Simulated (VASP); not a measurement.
Here is the system:

```yaml
crystal:
  lattice:
    - [0.00000, 3.15024, 3.15024]
    - [3.15024, 0.00000, 3.15024]
    - [3.15024, 3.15024, 0.00000]
  atoms:
    - { symbol: In, position: [0.00000, 0.00000, 0.00000] }
    - { symbol: As, position: [0.25000, 0.25000, 0.25000] }
```

All values below come from optB88-vdW, VASP's PBE PAW potentials (set 64) (plane waves; VASP). Run with 520 eV cut-off, 10×10×10 Γ-centred mesh, first-order Methfessel-Paxton smearing of 0.10 eV, potentials In_d As.

Question: Give the stress tensor in GPa (positive for a compressed cell).

Answer: 
```
-2.51   0.00   0.00
 0.00  -2.51   0.00
 0.00   0.00  -2.51
```
The pressure is its mean diagonal, -2.51 GPa.

The compound is InAs in the zinc blende structure. This cell is one point of a volume scan, at 1.06 of the reference volume.
